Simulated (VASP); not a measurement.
OSZICAR of a VASP run on GaN (zinc blende):

### OSZICAR
```
       N       E                     dE             d eps       ncg     rms          rms(c)
DAV:   1     0.143900138428E+03    0.14390E+03   -0.62093E+03 21376   0.828E+02
DAV:   2    -0.176195897414E+01   -0.14566E+03   -0.12589E+03 15553   0.260E+02
DAV:   3    -0.147763414714E+02   -0.13014E+02   -0.12828E+02 18378   0.509E+01
DAV:   4    -0.149419335104E+02   -0.16559E+00   -0.16553E+00 17721   0.577E+00
DAV:   5    -0.149424449506E+02   -0.51144E-03   -0.51143E-03 17549   0.312E-01    0.723E+00
DAV:   6    -0.131807554221E+02    0.17617E+01   -0.20742E+00 24125   0.162E+01    0.281E+00
DAV:   7    -0.131435593446E+02    0.37196E-01   -0.52285E-02 16982   0.182E+00    0.163E+00
DAV:   8    -0.131226957463E+02    0.20864E-01   -0.21829E-02 18596   0.688E-01    0.377E-01
DAV:   9    -0.131224936030E+02    0.20214E-03   -0.47978E-04 17794   0.275E-01    0.152E-01
DAV:  10    -0.131225922573E+02   -0.98654E-04   -0.90961E-05 18378   0.434E-02    0.233E-02
DAV:  11    -0.131225885315E+02    0.37258E-05   -0.44779E-06 17345   0.152E-02    0.496E-03
DAV:  12    -0.131225889967E+02   -0.46517E-06   -0.50591E-07 18318   0.311E-03    0.494E-03
DAV:  13    -0.131225888795E+02    0.11716E-06   -0.14492E-08 13232   0.725E-04    0.695E-04
DAV:  14    -0.131225888566E+02    0.22875E-07   -0.25856E-09 10734   0.307E-04
   1 F= -.13122589E+02 E0= -.13122589E+02  d E =-.347761E-26
 imaginary and real dielectric function
```

Question: Which electronic solver shows in the log?

Answer: It is blocked Davidson (ALGO = Normal, or the opening steps of other solvers). The INCAR had ALGO = Normal.

Question: Can the final energy be trusted as converged?

Answer: The calculation finished and met its thresholds. It stopped with EDIFF = 1E-7, NELM = 100 (PBEsol GGA, plane waves, VASP's PBE PAW potentials (set 64)).

The compound is GaN in the zinc blende structure, a metastable form; wurtzite is the usual one. It was relaxed first.
